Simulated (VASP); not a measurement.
Calculation: PBE GGA with D4 dispersion, VASP's PBE PAW potentials (set 64) (plane waves; VASP).

VASP ran on this input.

### POSCAR
```
Sc
1
    1.6426616975    -2.8451734351     0.0000000000
    1.6426616975     2.8451734351    -0.0000000000
   -0.0000000000    -0.0000000000     5.1074768113
Sc
2
Direct
  0.3333330000   0.6666670000   0.2500000000
  0.6666670000   0.3333330000   0.7500000000
```

File KPOINTS:
```
Automatic mesh
0
Gamma
12 12 7
0 0 0
```

### INCAR
```
! general
SYSTEM   =  Sc
PREC     =  Accurate
ENCUT    =  520
LREAL    =  F
LASPH    =  T

! electronic loop
EDIFF    =  1E-6
NELM     =  100
ALGO     =  Normal
LMAXMIX  =  4

! smearing
ISMEAR   =  1
SIGMA    =  0.1

! functional
GGA      =  PE
IVDW     =  13

! ions
IBRION   =  2
NSW      =  60
ISIF     =  3
EDIFFG   =  -0.01

! output
LWAVE    =  F
LCHARG   =  F
```

POTCAR, in this order: Sc_sv (PBE.64 set). Program: vasp_std.

Question: What does the run give for the energy per atom (σ→0), dispersion energy, volume per atom, band gap (on the k-mesh)?

Answer: 
| Item | Value |
|---|---|
| energy per atom (σ→0) | -6.520 eV/atom |
| dispersion energy | -0.549 eV |
| band gap (on the k-mesh) | none (metal, semimetal or under 0.01 eV) |
| volume per atom | 23.89 Å³/atom |

**OSZICAR**
```
...
   1 F= -.13039781E+02 E0= -.13039790E+02  d E =-.130398E+02
       N       E                     dE             d eps       ncg     rms          rms(c)
DAV:   1    -0.124909297461E+02   -0.76315E-03   -0.12882E-02  2911   0.239E+00    0.110E-01
DAV:   2    -0.124907425762E+02    0.18717E-03   -0.12781E-03  3403   0.691E-01    0.443E-02
DAV:   3    -0.124907058520E+02    0.36724E-04   -0.11985E-04  3812   0.156E-01    0.171E-02
DAV:   4    -0.124907028056E+02    0.30464E-05   -0.79170E-06  3039   0.397E-02    0.376E-03
DAV:   5    -0.124907029021E+02   -0.96480E-07   -0.77830E-07  1572   0.164E-02
   2 F= -.13039806E+02 E0= -.13039817E+02  d E =-.255715E-04
```

The compound is Sc in the hcp structure. This run relaxes it. Symmetry was kept, so distortions that lower it aren't found. The start is the result of an earlier pass.
